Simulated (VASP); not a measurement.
```
Ni
1.0
    0.00000     1.67238     1.67238
    1.67238     0.00000     1.67238
    1.67238     1.67238     0.00000
Ni
1
Direct
  0.00000   0.00000   0.00000
```
Starting moments (μB, in the order of the record's atoms Ni): 0.6.

The numbers are results of PBEsol GGA, VASP's PBE PAW potentials (set 64) (plane waves; VASP), not measurements. Numerical set-up: 500 eV cut-off, 19×19×19 Γ-centred mesh, first-order Methfessel-Paxton smearing of 0.10 eV, potentials Ni.

Energy and stress use the plane-wave basis of the starting cell.

Problem. The ions, cell shape and volume at an external pressure of 45.0 GPa are relaxed. Predict the relaxed structure.

Solution. 
```
Ni
1.0
    0.00000     1.65162     1.65162
    1.65162     0.00000     1.65162
    1.65162     1.65162     0.00000
Ni
1
Cartesian
  0.00000   0.00000   0.00000
```
Space group Fm-3m (225), at a tolerance of 0.03 Å. The cell ends with 0.54 μB, on the sites 0.53 μB.

Problem. How do energy and volume change from the first to the last step?

Solution. The energy (σ→0) changes by +79.9 meV/atom and the volume by -3.7 %, in 4 ionic steps.

The compound is Ni in the fcc structure. This run relaxes it under an external pressure of 45 GPa. Symmetry was kept, so distortions that lower it aren't found.
